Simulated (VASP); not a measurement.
OSZICAR of a VASP run on SiC (space group F-43m):

OSZICAR:
```
       N       E                     dE             d eps       ncg     rms          rms(c)
DAV:   1     0.962563023472E+00    0.96256E+00   -0.36006E+03  4672   0.736E+02
DAV:   2    -0.167157457636E+02   -0.17678E+02   -0.16494E+02  6816   0.907E+01
DAV:   3    -0.169916514083E+02   -0.27591E+00   -0.27591E+00  5296   0.140E+01
DAV:   4    -0.169923563484E+02   -0.70494E-03   -0.70494E-03  7232   0.742E-01
DAV:   5    -0.169923566358E+02   -0.28738E-06   -0.28738E-06  5288   0.113E-02    0.938E+00
DAV:   6    -0.150769762625E+02    0.19154E+01   -0.75677E+00  4904   0.159E+01    0.421E+00
DAV:   7    -0.150025859254E+02    0.74390E-01   -0.43097E-01  7288   0.454E+00    0.190E+00
DAV:   8    -0.149945621042E+02    0.80238E-02   -0.19513E-02  4656   0.127E+00    0.155E-01
DAV:   9    -0.149948391657E+02   -0.27706E-03   -0.68641E-04  7288   0.232E-01    0.104E-01
DAV:  10    -0.149949368264E+02   -0.97661E-04   -0.17491E-04  5952   0.108E-01    0.217E-02
DAV:  11    -0.149949376594E+02   -0.83295E-06   -0.29366E-05  5752   0.344E-02    0.505E-03
DAV:  12    -0.149949379143E+02   -0.25492E-06   -0.10612E-06  3648   0.830E-03
   1 F= -.14994938E+02 E0= -.14994938E+02  d E =-.258154E-54
```

Problem. Which electronic solver shows in the log?

Solution. It is blocked Davidson (ALGO = Normal, or the opening steps of other solvers). The INCAR had ALGO = Normal.

Problem. Can the final energy be trusted as converged?

Solution. Self-consistency was reached. It stopped with EDIFF = 1E-6, NELM = 100 (PBE GGA, plane waves, VASP's PBE PAW potentials (set 64)).

The structure comes from a computed database's SiC entry; how it stands against other phases isn't given here. The cell was not relaxed at this level. The run is one of a series of settings (KPOINTS 21×21×21 Γ-centred mesh against the base run), some of them coarse on purpose.
